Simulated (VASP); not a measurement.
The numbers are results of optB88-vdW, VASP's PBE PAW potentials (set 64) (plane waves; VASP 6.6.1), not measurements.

A VASP calculation is set up with these files.

**POSCAR**
```
TiAl
1
    2.7614521979     0.0000000000     0.0000000000
    0.0000000000     2.7614521979     0.0000000000
    0.0000000000     0.0000000000     3.9780080584
Ti Al
1 1
Direct
  0.0000000000   0.0000000000   1.0000000000
  0.5000000000   0.5000000000   0.5000000000
```

**KPOINTS**
```
Automatic mesh
0
Gamma
13 13 9
0 0 0
```

INCAR:
```
AGGAC  =  0.0
ALGO  =  Normal
EDIFF  =  1E-7
EDIFFG  =  -0.01
ENCUT  =  520
GGA  =  BO
IBRION  =  2
ISIF  =  4
ISMEAR  =  1
LASPH  =  .True.
LCHARG  =  .False.
LMAXMIX  =  4
LREAL  =  .False.
LUSE_VDW  =  .True.
LWAVE  =  .False.
NELM  =  100
NSW  =  30
PARAM1  =  0.1833333333
PARAM2  =  0.22
PREC  =  Accurate
SIGMA  =  0.1
SYSTEM  =  TiAl
```

POTCAR, in this order: Ti_sv Al (PBE.64 set). Program: vasp_std.

What VASP printed:

**OSZICAR**
```
       N       E                     dE             d eps       ncg     rms          rms(c)
DAV:   1     0.952827498234E+02    0.95283E+02   -0.75445E+03  3080   0.140E+03
DAV:   2    -0.319221130073E+01   -0.98475E+02   -0.95733E+02  3095   0.337E+02
DAV:   3    -0.894097201756E+01   -0.57488E+01   -0.54919E+01  4855   0.788E+01
DAV:   4    -0.913338657099E+01   -0.19241E+00   -0.18947E+00  3900   0.124E+01
DAV:   5    -0.914282242214E+01   -0.94359E-02   -0.94171E-02  4398   0.243E+00    0.994E+00
DAV:   6    -0.795979404884E+01    0.11830E+01   -0.10584E+01  3786   0.360E+01    0.332E+00
DAV:   7    -0.783724953711E+01    0.12254E+00   -0.10093E+00  3515   0.112E+01    0.209E+00
DAV:   8    -0.783558702606E+01    0.16625E-02   -0.12710E-01  3441   0.408E+00    0.463E-01
DAV:   9    -0.783465233089E+01    0.93470E-03   -0.22783E-02  3666   0.204E+00    0.209E-01
DAV:  10    -0.783490850442E+01   -0.25617E-03   -0.15176E-03  3817   0.445E-01    0.443E-02
DAV:  11    -0.783489968949E+01    0.88149E-05   -0.33172E-04  4186   0.205E-01    0.412E-02
DAV:  12    -0.783489783776E+01    0.18517E-05   -0.23441E-05  3510   0.533E-02    0.973E-03
DAV:  13    -0.783489710541E+01    0.73235E-06   -0.71431E-07  4313   0.100E-02    0.543E-03
DAV:  14    -0.783489712077E+01   -0.15355E-07   -0.42112E-07  3275   0.882E-03
   1 F= -.78348971E+01 E0= -.78346739E+01  d E =-.783490E+01
       N       E                     dE             d eps       ncg     rms          rms(c)
DAV:   1    -0.783495674231E+01   -0.59637E-04   -0.20662E-03  3211   0.766E-01    0.465E-02
DAV:   2    -0.783492359762E+01    0.33145E-04   -0.10860E-04  3171   0.115E-01    0.230E-02
DAV:   3    -0.783491470413E+01    0.88935E-05   -0.15663E-05  3679   0.538E-02    0.837E-03
DAV:   4    -0.783491367529E+01    0.10288E-05   -0.28814E-06  3722   0.193E-02    0.206E-03
DAV:   5    -0.783491361491E+01    0.60377E-07   -0.33479E-07  3313   0.662E-03
   2 F= -.78349136E+01 E0= -.78346829E+01  d E =-.164941E-04
```

### OUTCAR
```
------------------------ aborting loop because EDIFF is reached ----------------------------------------
  FORCE on cell =-STRESS in cart. coord.  units (eV):
  Direction    XX          YY          ZZ          XY          YZ          ZX
  --------------------------------------------------------------------------------------
  Total        1.4784667      1.4784667      1.5031284      0.0000000      0.0000000      0.0000000
  in kB       78.0874812     78.0874812     79.3900277      0.0000000      0.0000000      0.0000000
  external PRESSURE =      78.5216634 kB  Pullay stress =       0.0000000 kB
  volume of cell :       30.33
      direct lattice vectors                 reciprocal lattice vectors
     2.760671057  0.000000000  0.000000000     0.362230769  0.000000000  0.000000000
     0.000000000  2.760671057  0.000000000     0.000000000  0.362230769  0.000000000
     0.000000000 -0.000000000  3.980259557     0.000000000 -0.000000000  0.251239897
 POSITION                                       TOTAL-FORCE (eV/Angst)
 -----------------------------------------------------------------------------------
      0.00000      0.00000      0.00000         0.000000      0.000000      0.000000
      1.38034      1.38034      1.99013         0.000000     -0.000000      0.000000
 -----------------------------------------------------------------------------------
    total drift:                                0.000000      0.000000      0.000000
  FREE ENERGIE OF THE ION-ELECTRON SYSTEM (eV)
  ---------------------------------------------------
  free  energy   TOTEN  =        -7.8349136149 eV

  energy  without entropy=       -7.8342214324  energy(sigma->0) =       -7.83468289

 reached required accuracy - stopping structural energy minimisation
```
(Selected blocks of OUTCAR.)

### CONTCAR
```
TiAl
   1.00000000000000
     2.7606710573520292    0.0000000000000000    0.0000000000000000
     0.0000000000000000    2.7606710573520292    0.0000000000000000
     0.0000000000000000   -0.0000000000000000    3.9802595566422410
  Ti              Al
     1     1
Direct
     0.0000000000000000    0.0000000000000000    0.0000000000000000
     0.5000000000000000    0.5000000000000000    0.5000000000000000
```

The compound is TiAl in the L1_0 structure. This cell is one point of a volume scan, at 0.94 of the reference volume. Symmetry was kept, so distortions that lower it aren't found. The electron count is odd and the run is not spin-polarised, which forces a metal.
